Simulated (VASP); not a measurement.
# SrB (Pm-3m) in VASP: reference runs

Reference runs on SrB: the cell as given and a disturbed copy.

Everything below comes from runs of VASP 6.6.1. Logs are shortened: lines on timing, memory, paths and dates and some standing lists are left out, and cuts for length are marked.

**1. The structure**

Symmetry: Pm-3m, No. 221, cubic system. Conventional cell: a = 3.501 Å, b = 3.501 Å, c = 3.501 Å, α = 90.00°, β = 90.00°, γ = 90.00°. Sr (site symmetry m-3m) is surrounded by 8 B at 3.03 Å. Around B (site symmetry m-3m) lie 8 Sr at 3.03 Å.

The cell was built by a generator and needn't be a form met in nature.

**2. Single point, PBE**

Input file INCAR:

```
SYSTEM = SrB
PREC = Accurate
ENCUT = 520
EDIFF = 1E-7
ISMEAR = -1
SIGMA = 0.05
LREAL = .False.
LASPH = .True.
NELM = 60
ALGO = Normal
ISIF = 2
LWAVE = .False.
LCHARG = .True.
GGA = PE
LELF = .True.
LVHAR = .True.
NBANDS = 14
```

Input file KPOINTS:

```
Automatic mesh
0
Gamma
  8 8 8
  0 0 0
```

Input file POSCAR:

```
SrB
1.0
    3.5009200000      0.0000000000      0.0000000000
    0.0000000000      3.5009200000      0.0000000000
    0.0000000000      0.0000000000      3.5009200000
Sr B
1 1
Direct
    0.5000000000      0.5000000000      0.5000000000
    0.0000000000      0.0000000000      0.0000000000
```

Potentials or basis: VASP PAW PBE potentials, release 64 (Sr_sv, B).

Run with:

```console
$ cat potpaw_PBE.64/Sr_sv/POTCAR potpaw_PBE.64/B/POTCAR > POTCAR
$ mpirun -np 1 vasp_std > vasp.out
```

OUTCAR:

```text
SYSTEM = SrB
   PREC = Accurate
   ENCUT = 520
   EDIFF = 1E-7
   ISMEAR = -1
   LREAL = .False.
   LASPH = .True.
   NELM = 60
   ISIF = 2
   GGA = PE

 ion  position               nearest neighbor table
   1  0.500  0.500  0.500-   2 3.03   2 3.03   2 3.03   2 3.03   2 3.03   2 3.03   2 3.03   2 3.03

   2  0.000  0.000  0.000-   1 3.03   1 3.03   1 3.03   1 3.03   1 3.03   1 3.03   1 3.03   1 3.03

  LATTYP: Found a simple cubic cell.
 ALAT       =     3.5009200000

  Lattice vectors:

 A1 = (   3.5009200000,   0.0000000000,   0.0000000000)
 A2 = (   0.0000000000,   3.5009200000,   0.0000000000)
 A3 = (   0.0000000000,   0.0000000000,   3.5009200000)

Analysis of symmetry for initial positions (statically):
=====================================================================
 Subroutine PRICEL returns:
 Original cell was already a primitive cell.

 Routine SETGRP: Setting up the symmetry group for a
 simple cubic supercell.

 Subroutine GETGRP returns: Found 48 space group operations
 (whereof 48 operations were pure point group operations)
 out of a pool of 48 trial point group operations.

The static configuration has the point symmetry O_h .

Analysis of symmetry for dynamics (positions and initial velocities):
=====================================================================
 Subroutine PRICEL returns:
 Original cell was already a primitive cell.

 Routine SETGRP: Setting up the symmetry group for a
 simple cubic supercell.

 Subroutine GETGRP returns: Found 48 space group operations
 (whereof 48 operations were pure point group operations)
 out of a pool of 48 trial point group operations.

The dynamic configuration has the point symmetry O_h .

 Subroutine INISYM returns: Found 48 space group operations
 (whereof 48 operations are pure point group operations),
 and found     1 'primitive' translations

----------------------------------------------------------------------------------------

                                     Primitive cell

  volume of cell :      42.9088

  direct lattice vectors                    reciprocal lattice vectors
     3.500920000  0.000000000  0.000000000     0.285639203  0.000000000  0.000000000
     0.000000000  3.500920000  0.000000000     0.000000000  0.285639203  0.000000000
     0.000000000  0.000000000  3.500920000     0.000000000  0.000000000  0.285639203

  length of vectors
     3.500920000  3.500920000  3.500920000     0.285639203  0.285639203  0.285639203

  position of ions in fractional coordinates (direct lattice)
     0.500000000  0.500000000  0.500000000
     0.000000000  0.000000000  0.000000000

  ion indices of the primitive-cell ions
   primitive index   ion index
                 1           1
                 2           2

----------------------------------------------------------------------------------------

 KPOINTS: Automatic mesh

Automatic generation of k-mesh.
 Grid dimensions read from file:
 generate k-points for:    8    8    8

 Generating k-lattice:

  Cartesian coordinates                     Fractional coordinates (reciprocal lattice)
     0.035704900  0.000000000  0.000000000     0.125000000  0.000000000  0.000000000
     0.000000000  0.035704900  0.000000000     0.000000000  0.125000000  0.000000000
     0.000000000  0.000000000  0.035704900     0.000000000  0.000000000  0.125000000

  Length of vectors
     0.035704900  0.035704900  0.035704900

  Shift w.r.t. Gamma in fractional coordinates (k-lattice)
     0.000000000  0.000000000  0.000000000

 Subroutine IBZKPT returns following result:
 ===========================================

 Found     35 irreducible k-points:

 Following reciprocal coordinates:
            Coordinates               Weight
  0.000000  0.000000  0.000000      1.000000
  0.125000  0.000000  0.000000      6.000000
  0.250000  0.000000  0.000000      6.000000
  0.375000  0.000000  0.000000      6.000000
  0.500000  0.000000  0.000000      3.000000
  0.125000  0.125000  0.000000     12.000000
[... 16 lines left out ...]
  0.375000  0.375000  0.125000     24.000000
  0.500000  0.375000  0.125000     24.000000
 [... further k-points ...]
   k-points           NKPTS =     35   k-points in BZ     NKDIM =     35   number of bands    NBANDS=     14
   number of dos      NEDOS =    301   number of ions     NIONS =      2
   total plane-waves  NPLWV =  21952
   dimension x,y,z NGX =    28 NGY =   28 NGZ =   28
   dimension x,y,z NGXF=    56 NGYF=   56 NGZF=   56
   ions per type =               1   1
   NGX,Y,Z   is equivalent  to a cutoff of  13.30, 13.30, 13.30 a.u.
   NGXF,Y,Z  is equivalent  to a cutoff of  26.59, 26.59, 26.59 a.u.
 SYSTEM =  SrB
   PREC   = accura    normal or accurate (medium, high low for compatibility)
   ISTART =      0    job   : 0-new  1-cont  2-samecut
   ICHARG =      2    charge: 1-file 2-atom 10-const
   ISPIN  =      1    spin polarized calculation?
   LNONCOLLINEAR =      F non collinear calculations
   LSORBIT =      F    spin-orbit coupling
   LASPH  =      T    aspherical Exc in radial PAW
   ENCUT  =  520.0 eV  38.22 Ry    6.18 a.u.   6.51  6.51  6.51*2*pi/ulx,y,z
   NELM   =     60;   NELMIN=  2; NELMDL= -5     # of ELM steps
   EDIFF  = 0.1E-06   stopping-criterion for ELM
   LREAL  =      F    real-space projection
   EDIFFG = 0.1E-05   stopping-criterion for IOM
   NSW    =      0    number of steps for IOM
   IBRION =     -1    ionic relax: 0-MD 1-quasi-New 2-CG
   NFREE  =      0    steps in history (QN), initial steepest desc. (CG)
   ISIF   =      2    stress and relaxation
   ISYM   =      2    0-nonsym 1-usesym 2-fastsym
   POTIM  = 0.5000    time-step for ionic-motion
   TEBEG  =    0.0;   TEEND  =   0.0 temperature during run
   PSTRESS=    0.0 pullay stress
   NELECT =      13.0000    total number of electrons
   NUPDOWN=      -1.0000    fix difference up-down
   EMIN   =  10.00;   EMAX   =-10.00  energy-range for DOS
   EFERMI =   0.00;   METHOD = LEGACY
   ISMEAR =    -1;   SIGMA  =   0.05  broadening in eV -4-tet -1-fermi 0-gaus
   EFERMI_NEDOS =   21; number of points for ismear=-14 and -15
   IALGO  =     38    algorithm
   IMIX   =      4    mixing-type and parameters
     AMIX     =   0.40;   BMIX     =  1.00
     AMIX_MAG =   1.60;   BMIX_MAG =  1.00
  volume/ion in A,a.u.               =      21.45       144.78
  Fermi-wavevector in a.u.,A,eV,Ry     =   1.099530  2.077810 16.448985  1.208966
  Thomas-Fermi vector in A             =   2.235926
   LORBIT       =      0    0 simple, 1 ext, 2 COOP (PROOUT), +10 PAW based schemes
   GGA     = PE    functional components
[... 5 lines left out ...]
 non-spin polarized calculation
  energy-cutoff  :      520.00
  volume of cell :       42.91
 maximum number of plane-waves:      1189
 NGX is ok and might be reduce to    28
   NGX = 13   NGY = 13   NGZ = 13

 number of electron      13.0000000 magnetization

 Free energy of the ion-electron system (eV)
  ---------------------------------------------------
  ext. energy  EPLUGINS =         0.00000000
  ---------------------------------------------------
  free energy    TOTEN  =        -6.48566875 eV

  energy without entropy =       -6.47213715  energy(sigma->0) =       -6.47890295

 E-fermi :   2.7860     XC(G=0):  -9.5261

 val. band max:        2.7723245595   @ k =   0.3750   0.2500   0.1250
 cond. band min:       2.8395403740   @ k =   0.2500   0.2500   0.1250
 fundamental gap:      0.0672158144
 Fermi energy:         2.7859781341

 k-point     1 :       0.0000    0.0000    0.0000
  band No.  band energies     occupation
      1     -31.9596      2.00000
      2     -13.7166      2.00000
      3     -13.7166      2.00000
      4     -13.7166      2.00000
      5      -4.3510      2.00000
      6       4.4335      0.00000
      7       4.4335      0.00000
      8       5.0222      0.00000
      9       5.0222      0.00000
     10       5.0222      0.00000
     11       9.6219      0.00000
     12      10.1660      0.00000
     13      10.1660      0.00000
     14      10.1660      0.00000

 k-point     2 :       0.1250    0.0000    0.0000
  band No.  band energies     occupation
      1     -31.9506      2.00000
      2     -13.8376      2.00000
      3     -13.7055      2.00000
      4     -13.7055      2.00000
      5      -4.1345      2.00000
      6       3.5242      0.00000
      7       4.5564      0.00000
      8       4.8768      0.00000
      9       4.8768      0.00000
     10       5.7910      0.00000
     11      10.0833      0.00000
     12      10.2290      0.00000
     13      10.2484      0.00000
     14      10.2484      0.00000

 k-point     3 :       0.2500    0.0000    0.0000
  band No.  band energies     occupation
      1     -31.9288      2.00000
      2     -14.1151      2.00000
      3     -13.6783      2.00000
      4     -13.6783      2.00000
      5      -3.5528      2.00000
      6       2.1216      2.00000
      7       4.5384      0.00000
      8       4.5384      0.00000
      9       4.8900      0.00000
     10       7.2167      0.00000
     11      10.3888      0.00000
     12      10.5245      0.00000
     13      10.5245      0.00000
     14      10.9212      0.00000

 k-point     4 :       0.3750    0.0000    0.0000
  band No.  band energies     occupation
      1     -31.9069      2.00000
      2     -14.3750      2.00000
      3     -13.6509      2.00000
      4     -13.6509      2.00000
      5      -2.7833      2.00000
      6       0.7907      2.00000
      7       4.2175      0.00000
      8       4.2175      0.00000
      9       5.2998      0.00000
     10       9.1045      0.00000
     11      10.5612      0.00000
     12      10.9439      0.00000
     13      10.9439      0.00000
     14      11.5654      0.00000

 k-point     5 :       0.5000    0.0000    0.0000
  band No.  band energies     occupation
      1     -31.8978      2.00000
      2     -14.4782      2.00000
      3     -13.6395      2.00000
      4     -13.6395      2.00000
      5      -2.3053      2.00000
      6       0.1169      2.00000
      7       4.0894      0.00000
      8       4.0894      0.00000
      9       5.5046      0.00000
     10      10.3433      0.00000
     11      10.6369      0.00000
[... 276 lines left out ...]
 k-point    22 :       0.5000    0.2500    0.1250
  band No.  band energies     occupation
      1     -31.8600      2.00000
      2     -14.3820      2.00000
      3     -13.9808      2.00000
      4     -13.7082      2.00000
      5      -2.3391      2.00000
      6       1.1854      2.00000
      7       2.7477      1.36551
      8       4.5190      0.00000
      9       6.1949      0.00000
     10       8.1388      0.00000
     11       8.7480      0.00000
     12      10.6667      0.00000
     13      10.7318      0.00000
     14      13.3582      0.00000

 k-point    23 :       0.3750    0.3750    0.1250
  band No.  band energies     occupation
      1     -31.8480      2.00000
      2     -14.2456      2.00000
      3     -14.2223      2.00000
      4     -13.6932      2.00000
      5      -2.4111      2.00000
      6       1.8484      2.00000
      7       2.3385      1.99974
      8       4.4571      0.00000
      9       6.0422      0.00000
     10       8.2478      0.00000
     11       8.5185      0.00000
     12      10.0194      0.00000
     13      10.6693      0.00000
     14      12.2917      0.00000

 k-point    24 :       0.5000    0.3750    0.1250
  band No.  band energies     occupation
      1     -31.8393      2.00000
      2     -14.3282      2.00000
      3     -14.2127      2.00000
      4     -13.6819      2.00000
      5      -2.3678      2.00000
      6       1.8397      2.00000
      7       2.3067      1.99986
      8       4.6536      0.00000
      9       5.7281      0.00000
     10       8.2151      0.00000
     11       8.2879      0.00000
     12       9.9364      0.00000
     13      11.2119      0.00000
     14      13.2226      0.00000

 [... further k-points ...]

------------------------ aborting loop because EDIFF is reached ----------------------------------------

  FORCE on cell =-STRESS in cart. coord.  units (eV):
  Direction    XX          YY          ZZ          XY          YZ          ZX
  --------------------------------------------------------------------------------------
  -------------------------------------------------------------------------------------
  Total        0.0385852      0.0385852      0.0385852     -0.0000000      0.0000000     -0.0000000
  in kB        1.4407375      1.4407375      1.4407375     -0.0000000      0.0000000     -0.0000000
  external PRESSURE =       1.4407375 kB  Pullay stress =       0.0000000 kB

 VOLUME and BASIS-vectors are now :
 -----------------------------------------------------------------------------
  energy-cutoff  :      520.00
  volume of cell :       42.91
      direct lattice vectors                 reciprocal lattice vectors
     3.500920000  0.000000000  0.000000000     0.285639203  0.000000000  0.000000000
     0.000000000  3.500920000  0.000000000     0.000000000  0.285639203  0.000000000
     0.000000000  0.000000000  3.500920000     0.000000000  0.000000000  0.285639203

 POSITION                                       TOTAL-FORCE (eV/Angst)
 -----------------------------------------------------------------------------------
      1.75046      1.75046      1.75046         0.000000      0.000000      0.000000
      0.00000      0.00000      0.00000         0.000000      0.000000      0.000000
 -----------------------------------------------------------------------------------
    total drift:                                0.000000      0.000000      0.000000

  FREE ENERGIE OF THE ION-ELECTRON SYSTEM (eV)
  ---------------------------------------------------
  free  energy   TOTEN  =        -6.4856687534 eV

  energy  without entropy=       -6.4721371496  energy(sigma->0) =       -6.47890295
```

Wall time 22 s (1 thread of Intel Xeon Platinum 8259CL at 2.50GHz (Skylake/Cascade Lake), shared host); peak memory 0.16 GiB.

What came out:

| Item | Value |
| --- | --- |
| Free energy | -6.4857 eV |
| Pressure | 0.1 GPa |
| Band gap on the k mesh | none (metal or under the smearing width) |

(Part 1 of 2 ends here.)
